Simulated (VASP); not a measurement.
Output of a VASP run:

File OSZICAR:
```
       N       E                     dE             d eps       ncg     rms          rms(c)
DAV:   1     0.105742032402E+03    0.10574E+03   -0.92824E+03   934   0.129E+03
DAV:   2    -0.251661234986E+01   -0.10826E+03   -0.10263E+03  1085   0.274E+02
DAV:   3    -0.596138660826E+01   -0.34448E+01   -0.34349E+01  1045   0.527E+01
DAV:   4    -0.598401793642E+01   -0.22631E-01   -0.22629E-01  1040   0.479E+00
DAV:   5    -0.598425799808E+01   -0.24006E-03   -0.24006E-03  1070   0.481E-01    0.203E+01
DAV:   6    -0.578108862582E+01    0.20317E+00   -0.41200E-01   970   0.101E+01    0.128E+01
DAV:   7    -0.576366910767E+01    0.17420E-01   -0.13378E-01   945   0.311E+00    0.263E+00
DAV:   8    -0.576030631045E+01    0.33628E-02   -0.56087E-03   950   0.852E-01    0.409E-01
DAV:   9    -0.575999254468E+01    0.31377E-03   -0.22504E-03   960   0.418E-01    0.738E-02
DAV:  10    -0.575999227477E+01    0.26991E-06   -0.25570E-05  1085   0.548E-02    0.241E-02
DAV:  11    -0.575999224127E+01    0.33506E-07   -0.87423E-07   655   0.148E-02
   1 F= 0.22354693E+01 E0= 0.22354693E+01  d E =0.223547E+01
```

### OUTCAR
```
------------------------ aborting loop because EDIFF is reached ----------------------------------------
  FORCE on cell =-STRESS in cart. coord.  units (eV):
  Direction    XX          YY          ZZ          XY          YZ          ZX
  --------------------------------------------------------------------------------------
  Total        7.9788436      7.9788436      7.9788436     -0.0000000     -0.0000000      0.0000000
  in kB      449.0647128    449.0647128    449.0647128     -0.0000000     -0.0000000      0.0000000
  external PRESSURE =      -0.9352872 kB  Pullay stress =     450.0000000 kB
  volume of cell :       28.47
      direct lattice vectors                 reciprocal lattice vectors
     0.000000000  2.423467517  2.423467517    -0.206315949  0.206315949  0.206315949
     2.423467517  0.000000000  2.423467517     0.206315949 -0.206315949  0.206315949
     2.423467517  2.423467517  0.000000000     0.206315949  0.206315949 -0.206315949
  FREE ENERGIE OF THE ION-ELECTRON SYSTEM (eV)
  ---------------------------------------------------
  free  energy   TOTEN  =        -5.7599922413 eV

  energy  without entropy=       -5.7599922413  energy(sigma->0) =       -5.75999224
  enthalpy is  TOTEN    =         2.2354692506 eV   P V=        7.9954614919

 reached required accuracy - stopping structural energy minimisation
```
(Selected blocks of OUTCAR.)

POSCAR:
```
AgCl
1
    0.0000000000     2.4234675167     2.4234675167
    2.4234675167     0.0000000000     2.4234675167
    2.4234675167     2.4234675167     0.0000000000
Ag Cl
1 1
Direct
  0.0000000000   0.0000000000   1.0000000000
  0.5000000000   0.5000000000   0.5000000000
```

Task: Write an INCAR and KPOINTS that could have produced this output.

Result: One answer among several that fit: the input of the run itself, LDA (Ceperley-Alder, Perdew-Zunger), plane waves, VASP's LDA PAW potentials (set 64).

**INCAR**
```
SYSTEM = AgCl
PREC = Accurate
ENCUT = 500
EDIFF = 1E-6
NELM = 100
ALGO = Normal
LREAL = .FALSE.
LASPH = .TRUE.
ISMEAR = 0
SIGMA = 0.05
LMAXMIX = 4
LWAVE = .FALSE.
LCHARG = .FALSE.
IBRION = 2
ISIF = 3
NSW = 40
EDIFFG = -0.02
PSTRESS = 450
```

### KPOINTS
```
kpoints
0
Gamma
 9 9 9
0 0 0
```

POTCAR, in this order: Ag Cl (LDA.64 set). Program: vasp_std.

The compound is AgCl in the rock salt structure. It was relaxed first under an external pressure of 45 GPa.
